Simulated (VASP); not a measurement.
Input of a VASP 6.6.1 run:

Contents of INCAR:

```
SYSTEM = GaCuSe2
  PREC = Accurate
  ENCUT = 520
  EDIFF = 1E-6
  ISMEAR = 0
  SIGMA = 0.05
  LREAL = .False.
  LASPH = .True.
  NELM = 80
  ALGO = Normal
  ISIF = 2
  LWAVE = .False.
  LCHARG = .False.
  GGA = PE
  LOPTICS = .True.
  NBANDS = 68
  NEDOS = 3000
  CSHIFT = 0.05
  WPLASMAI = 0
  KPAR = 4
```

KPOINTS

```
regular mesh
0
Gamma
  14 14 14
  0 0 0
```

The input POSCAR:

```
GaCuSe2                                 
1.0
   -2.7882980071      2.7882980071      5.5400700783
    2.7882980071     -2.7882980071      5.5400700783
    2.7882980071      2.7882980071     -5.5400700783
  Ga              Cu              Se            
     2     2     4
Direct
     0.5000000000000000    0.5000000000000000    0.0000000000000000
     0.2500000000000000    0.7500000000000000    0.5000000000000000
     0.0000000000000000    0.0000000000000000    0.0000000000000000
     0.7500000000000000    0.2500000000000000    0.5000000000000000
     0.3750000000000000    0.3672140960340542    0.4922140960340542
     0.6327859039659458    0.1250000000000000    0.0077859039659458
     0.8750000000000000    0.8827859039659458    0.5077859039659458
     0.1172140960340542    0.6250000000000000    0.9922140960340542
```

Potentials or basis: VASP PAW PBE potentials, release 64 (Ga_d, Cu, Se).

Run with:

```sh
$ cat potpaw_PBE.64/Ga_d/POTCAR potpaw_PBE.64/Cu/POTCAR potpaw_PBE.64/Se/POTCAR > POTCAR
$ mpirun -np 4 vasp_std > vasp.out
```

Question: Estimate the pressure.

Answer: 3.6 GPa.

Question: Predict the band gap on the k mesh.

Answer: 0.21 eV, direct.

Question: Predict the largest force.

Answer: 0.053 eV/Å.

Forces in eV/Å, atoms in the order of the input:
```
Ga   0.000  0.000  0.000
Ga   0.000  0.000  0.000
Cu   0.000  0.000  0.000
Cu   0.000  0.000  0.000
Se   0.053  0.000  0.000
Se   0.000 -0.053  0.000
Se  -0.053  0.000  0.000
Se   0.000  0.053  0.000
```

**Measured values to compare with.**

“Growth and anisotropy of transport properties of CuGaSe2 single crystals”, 2018, pmc:6251020 reports, for a bulk crystal of GaCuSe2: band gap 1.7 eV.

Measured gap of GaCuSe2: 1.7 eV (“Growth and anisotropy of transport properties of CuGaSe2 single crystals”, 2018, pmc:6251020). This calculation gives 0.21 eV (-1.49 eV). So large a miss can be the level of theory's own, or it may mean another phase, state or a wrong row. 2 values of this kind are on record in papers (1.7 to 1.72 eV); this one was drawn at random among those near their median. Spin-orbit coupling on Ga, Se is left out. The value is that of PBE on a finite k mesh, which can miss the band edges, without temperature or zero-point motion. Semilocal functionals fall short of measured gaps as a rule.
